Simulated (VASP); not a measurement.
Here is a VASP 6.6.1 calculation.

Contents of INCAR:

```
PREC = Accurate
ENCUT = 600
EDIFF = 1E-7
ISMEAR = 1
SIGMA = 0.1
LREAL = False
LASPH = True
NELM = 80
ALGO = Fast
ISIF = 2
LWAVE = False
LCHARG = False
GGA = PS
IBRION = 2
NSW = 40
EDIFFG = -0.01
```

The input KPOINTS:

```
regular mesh
0
Gamma
  16 16 16
```

Contents of POSCAR:

```
Ir                                      
1.0
    0.0000000000      1.9425186572      1.9425186572
    1.9425186572      0.0000000000      1.9425186572
    1.9425186572      1.9425186572      0.0000000000
  Ir            
     1
Direct
     0.0000000000000000    0.0000000000000000    0.0000000000000000
```

Potentials or basis: VASP PAW PBE potentials, release 64 (Ir).

The run is started by

```sh
$ cat potpaw_PBE.64/Ir/POTCAR > POTCAR
$ mpirun -np 1 vasp_std > vasp.out
```

Estimate the band gap on the k mesh.

none (metal or under the smearing width).

Final structure:
```xyz
1
Lattice="0.0000 1.9425 1.9425 1.9425 0.0000 1.9425 1.9425 1.9425 0.0000" Properties=species:S:1:pos:R:3 pbc="T T T"
Ir    0.0000    0.0000    0.0000
```

Caveat: the relaxation stopped at its first step, so nothing moved. Spin-orbit coupling is left out, which matters for the levels of Ir.
